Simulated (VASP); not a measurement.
Sb (relaxed from the simple-cubic structure, space group Pm-3m): computed properties

Computed with PBEsol GGA, VASP's PBE PAW potentials (set 64) (plane waves; VASP 6.6.1).

```
Quantity                                                                                                  Result
----------------------------------  ----------------------------------------------------------------------------
space group                                                                                          Pm-3m (221)
cell                                a = 3.0676 Å, b = 3.0676 Å, c = 3.0676 Å, α = 90.00°, β = 90.00°, γ = 90.00°
volume per atom                                                                                   28.87 Å^3/atom
band gap (over mesh and band path)                                      none (metal, semimetal or under 0.01 eV)
density                                                                                               7.00 g/cm³
```

```xyz
1
Lattice="3.0676 0.0000 0.0000 0.0000 3.0676 0.0000 0.0000 0.0000 3.0676" Properties=species:S:1:pos:R:3 pbc="T T T"
Sb     0.0000     0.0000     0.0000
```

Unless said otherwise, spin-orbit coupling is left out, though it shifts the bands of the heavy elements here.

The structure was generated: Sb was put into the simple-cubic type (Pm-3m), which need not be its known phase. It was relaxed first, which changed the volume by -6 %. Symmetry was kept, so distortions that lower it aren't found.
